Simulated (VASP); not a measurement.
Consider the following.

```yaml
crystal:
  lattice:
    - [0.00000, 2.41955, 2.41955]
    - [2.41955, 0.00000, 2.41955]
    - [2.41955, 2.41955, 0.00000]
  atoms:
    - { symbol: Ca, position: [0.00000, 0.00000, 0.00000] }
    - { symbol: O, position: [0.50000, 0.50000, 0.50000] }
```

Level of theory: PBE GGA, VASP's PBE PAW potentials (set 64) (plane waves; VASP). Run with 600 eV cut-off, 10×10×10 Γ-centred mesh, Gaussian smearing of 0.050 eV, potentials Ca_sv O.

Each relaxation starts from this cell; other phases were not tried.

### Question
The cell is relaxed at 15 GPa. What happens?

### Answer
The volume per atom goes from 14.16 to 12.66 Å³ (-10.6 %), and the cell becomes a = b = c = 4.6611 Å, α = β = γ = 90.00°, space group Fm-3m. The gap on the mesh goes from 3.64 to 3.59 eV.

### Question
The cell is relaxed at 30 GPa. What happens?

### Answer
The volume per atom goes from 14.16 to 11.72 Å³ (-17.2 %), and the cell becomes a = b = c = 4.5434 Å, α = β = γ = 90.00°, space group Fm-3m. The gap on the mesh goes from 3.64 to 3.51 eV.

Failed runs are left out, and for metals the shear rows, which the mesh's noise covers.

The compound is CaO in the rock salt structure.
